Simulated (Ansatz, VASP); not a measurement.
**Two plane-wave programs on SiSn2**

Contents of INCAR:

```
ALGO = Normal
EDIFF = 1E-6
ENCUT = 520
GGA = PE
ISIF = 2
ISMEAR = 0
LASPH = True
LCHARG = True
LELF = True
LREAL = False
LVHAR = True
LWAVE = False
NBANDS = 41
NELM = 100
PREC = Accurate
SIGMA = 0.1
```

File KPOINTS:

```
k-points
0
Gamma
  6 6 1
```

File POSCAR:

```
SiSn2
1.0
    3.0765756200      0.0000000000      0.0000000000
   -1.5382878100      2.6643926400      0.0000000000
    0.0000000000      0.0000000000     17.4057199600
Si Sn
2 4
Direct
    0.3333333300      0.6666666700      0.4166666700
    0.6666666700      0.3333333300      0.5833333300
    0.3333333300      0.6666666700      0.0833333300
    0.3333333300      0.6666666700      0.7500000000
    0.6666666700      0.3333333300      0.2500000000
    0.6666666700      0.3333333300      0.9166666700
```

Input for Ansatz:

```yaml
crystal:
  lattice:
    - [3.07657562, 0.0, 0.0]
    - [-1.53828781, 2.66439264, 0.0]
    - [0.0, 0.0, 17.40571996]
  atoms:
    - { symbol: Si, position: [0.33333333, 0.66666667, 0.41666667] }
    - { symbol: Si, position: [0.66666667, 0.33333333, 0.58333333] }
    - { symbol: Sn, position: [0.33333333, 0.66666667, 0.08333333] }
    - { symbol: Sn, position: [0.33333333, 0.66666667, 0.75] }
    - { symbol: Sn, position: [0.66666667, 0.33333333, 0.25] }
    - { symbol: Sn, position: [0.66666667, 0.33333333, 0.91666667] }
basis:
  ecutwfc: 420
kpoints:
  mp_grid: { grid: [6, 6, 1] }
hamiltonian:
  xc: pbe
scf:
  occupations: { method: gaussian, width: 0.1 }
  lower_state_search: "off"
output:
  forces: true
  stress: true
  eigenvalues: true
```

Alike in both runs: task single point; functional PBE; k mesh 6 × 6 × 1; occupations gaussian, width 0.1 eV; no spin polarisation.

|  | VASP | Ansatz |
| --- | --- | --- |
| version | VASP 6.6.1 | Ansatz 0.2.0 |
| potentials or method | VASP PAW PBE potentials, release 64 (Si, Sn_d) | scalar-relativistic, plane waves, PAW |
| plane-wave cutoff (eV) | 520 | 420 |
| valence electrons in the cell | 64 | 64 |

```tsv
	VASP	Ansatz	Ansatz less VASP
gap on the k mesh at the Fermi level (eV)	none	none	-
pressure (GPa)	3.2	3.3	+0.05
largest component of the traceless stress (GPa)	0.29	0.30	+0.008
rms of the force components (eV/Å)	0.234	0.233	-0.0002
```

Atom by atom the forces differ by 0.000 eV/Å (rms over components). A gap of «none» marks a metal or a gap that the smearing closes. With one functional, cell and mesh, what is left measures potentials, basis and numerics.

Caveats: the k mesh is coarse (spacing up to 0.39 Å⁻¹), so the values aren't converged.
